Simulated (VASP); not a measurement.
Input for VASP

File POSCAR:
```
I
1.0
  3.3731605366   0.0000000000   0.0000000000
  0.0000000000   3.3731605366   0.0000000000
  0.0000000000   0.0000000000   3.3731605366
I
1
Direct
  0.0000000000   0.0000000000   0.0000000000
```

INCAR:
```
SYSTEM = I
PREC = Accurate
ENCUT = 400
EDIFF = 1E-6
NELM = 100
ALGO = Normal
LREAL = .FALSE.
LASPH = .TRUE.
ISMEAR = 1
SIGMA = 0.1
GGA = PS
LMAXMIX = 4
LWAVE = .FALSE.
LCHARG = .FALSE.
IBRION = 2
ISIF = 3
NSW = 60
EDIFFG = -0.01
```

**KPOINTS**
```
K-points
0
Gamma
10 10 10
0 0 0
```

POTCAR, in this order: I (PBE.64 set). Program: vasp_std.

### Question
Translate this PBEsol calculation to Quantum ESPRESSO's pw.x.

### Answer
One equivalent input (not run):
```
&CONTROL
  calculation = 'vc-relax'
  pseudo_dir = './pseudo'
  outdir = './out'
  tprnfor = .true.
  tstress = .true.
  nstep = 60
  forc_conv_thr = 0.00039
/
&SYSTEM
  ibrav = 0
  nat = 1
  ntyp = 1
  ecutwfc = 70
  occupations = 'smearing'
  smearing = 'methfessel-paxton'
  degauss = 0.00735
  input_dft = 'pbesol'
/
&ELECTRONS
  conv_thr = 7.3e-08
  electron_maxstep = 100
/
&IONS
/
&CELL
/
ATOMIC_SPECIES
  I 126.904 I.upf
CELL_PARAMETERS angstrom
     3.3731605    0.0000000   -0.0000000
    -0.0000000    3.3731605   -0.0000000
    -0.0000000    0.0000000    3.3731605
ATOMIC_POSITIONS crystal
  I    0.0000000  0.0000000  0.0000000
K_POINTS automatic
  10 10 10 0 0 0
```
The two are equivalent in intent, not identical: the potentials are each code's own (VASP's PAW set, PseudoDojo norm-conserving files in pw.x), so ENCUT and ecutwfc are chosen apart and not converted; conv_thr bounds pw.x's estimated SCF error, while EDIFF bounds the energy change between steps; forc_conv_thr acts on force components and is met together with etot_conv_thr.

The structure was generated: I was put into the simple-cubic type (Pm-3m), which need not be its known phase. This run relaxes it. Symmetry was kept, so distortions that lower it aren't found. The start is the result of an earlier pass.
